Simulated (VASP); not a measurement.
Given:

```
AlRu
1.0
    3.05693     0.00000     0.00000
    0.00000     3.05693     0.00000
    0.00000     0.00000     3.05693
Al Ru
1 1
Direct
  0.50000   0.50000   0.50000
  0.00000   0.00000   0.00000
```

Method: vdW-DF2, VASP's PBE PAW potentials (set 64) (plane waves; VASP 6.6.1). Run with 520 eV cut-off, 13×13×13 Γ-centred mesh, tetrahedra with Blöchl corrections, potentials Al Ru_pv.

Question: Tabulate the total density of states (states/eV per cell) against energy (eV; zero at the valence-band maximum or, without a gap, the Fermi level).

Answer: 
(E (eV), DOS (states/eV)): (-9.98, 0.00); (-9.38, 0.00); (-8.90, 0.09); (-8.30, 0.17); (-7.70, 0.24); (-7.22, 0.30); (-6.62, 0.40); (-6.02, 0.63); (-5.54, 1.74); (-4.94, 0.39); (-4.34, 0.34); (-3.86, 0.94); (-3.26, 2.27); (-2.66, 1.71); (-2.18, 1.39); (-1.58, 3.18); (-0.98, 3.28); (-0.50, 3.02); (0.10, 1.71); (0.70, 0.41); (1.18, 0.29); (1.78, 0.47); (2.38, 1.25); (2.86, 0.84); (3.46, 0.53)
Within 2 eV below the Fermi level the largest weight inside VASP's projection spheres is Ru d.

The compound is RuAl in the CsCl type structure. It was relaxed first, which changed the volume by +7 %. The electron count is odd and the run is not spin-polarised, which forces a metal.
